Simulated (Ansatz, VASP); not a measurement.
HfMg6Mn: VASP beside Ansatz

```
Hf Mn Mg
1.0
     4.90821    0.00000    0.00000
     0.00000    3.08557    5.55935
     0.00000   -3.08557    5.55935
Hf Mn Mg
1 1 6
Direct
  0.50000 0.68722 0.68722
  0.00000 0.81098 0.81098
  0.50000 0.16650 0.16650
  0.50000 0.16568 0.68048
  0.50000 0.68048 0.16568
  0.00000 0.32886 0.32886
  0.00000 0.33650 0.82378
  0.00000 0.82378 0.33650
```

The cell comes from a database or a generator and needn't be the stable form of this composition.

Alike in both runs: task single point; functional PBE; k mesh 6 × 5 × 5; occupations fermi-dirac, width 0.05 eV; collinear spin, ferromagnetic start.

|  | VASP | Ansatz |
| --- | --- | --- |
| version | VASP 6.6.1 | Ansatz 0.2.0 |
| potentials or method | VASP PAW PBE potentials, release 64 (Hf_pv, Mn_pv, Mg) | Ansatz PAW |
| plane-wave cutoff (eV) | 520 | 420 |
| valence electrons in the cell | 35 | 101 |

Ansatz gave:

| Item | Value |
| --- | --- |
| gap on the k mesh at the Fermi level (eV) | none |
| pressure (GPa) | 0.2 |
| largest component of the traceless stress (GPa) | 0.23 |
| rms of the force components (eV/Å) | 0.025 |
| net moment per atom (μB) | 0.35 |
| size of the moment on the site where the two differ most (μB) | 0.29 |

Estimate VASP's values.

gap on the k mesh at the Fermi level (eV): none; pressure (GPa): 0.1; largest component of the traceless stress (GPa): 0.25; rms of the force components (eV/Å): 0.026; net moment per atom (μB): 0.35; size of the moment on the site where the two differ most (μB): 0.37.

Site moments also hang on the region over which each program counts them. Atom by atom the forces differ by 0.002 eV/Å (rms over components). A gap of «none» marks a metal or a gap that the smearing closes. The two sets of potentials don't hold the same shells in valence.

Spin-orbit coupling is left out, which matters for the levels of Hf.
